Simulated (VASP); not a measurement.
Here is a VASP 6.6.1 calculation.

The input INCAR:

```
SYSTEM = HfZr2Se4
ALGO     = Normal         ! electronic algorithm
EDIFF    = 1E-6           ! SCF threshold, eV
ENCUT    = 520            ! plane-wave cutoff, eV
ISIF     = 2              ! what is computed and relaxed
ISMEAR   = 0              ! smearing method
KPAR     = 8            
LASPH    = .TRUE.         ! aspherical terms in the spheres
LCHARG   = .FALSE.        ! write CHGCAR
LMIXTAU  = .TRUE.       
LREAL    = .FALSE.        ! projectors in reciprocal space
LWAVE    = .FALSE.        ! write WAVECAR
METAGGA  = R2SCAN         ! meta-GGA
NELM     = 150            ! most SCF steps
PREC     = Accurate       ! precision mode
SIGMA    = 0.1            ! smearing width, eV
```

File KPOINTS:

```
k-points
0
G
  8 8 6
  0 0 0
```

File POSCAR:

```
HfZr2Se4
1.0
    7.2198590000     -1.8280900000      0.0000000000
    7.2198590000      1.8280900000      0.0000000000
   -3.0718130000      0.0000000000      6.0116810000
Zr Hf Se
2 1 4
Direct
    0.2541610000      0.2541610000      0.3029270000
    0.7458390000      0.7458390000      0.6970730000
    0.0000000000      0.0000000000      0.0000000000
    0.3673620000      0.3673620000      0.0350030000
    0.6326380000      0.6326380000      0.9649970000
    0.1048450000      0.1048450000      0.4407800000
    0.8951550000      0.8951550000      0.5592200000
```

Potentials or basis: VASP PAW PBE potentials, release 64 (Zr_sv, Hf_pv, Se).

The run is started by

```sh
$ cat potpaw_PBE.64/Zr_sv/POTCAR potpaw_PBE.64/Hf_pv/POTCAR potpaw_PBE.64/Se/POTCAR > POTCAR
$ mpirun -np 8 vasp_std > vasp.out
```

**Question.** Predict the band gap on the k mesh.

**Answer.** None (metal or under the smearing width).

**Question.** Estimate the pressure.

**Answer.** -1.1 GPa.

**Question.** Predict the largest force.

**Answer.** 0.167 eV/Å.

Forces on the atoms (eV/Å):
```
Zr  -0.002  0.000  0.086
Zr   0.002  0.000 -0.086
Hf   0.000  0.000  0.000
Se   0.126  0.000 -0.110
Se  -0.126  0.000  0.110
Se   0.076  0.000 -0.090
Se  -0.076  0.000  0.090
```

Caveat: the PAW data sets were made with another functional, which shifts forces and pressure a little. Spin-orbit coupling is left out, which matters for the levels of Hf.
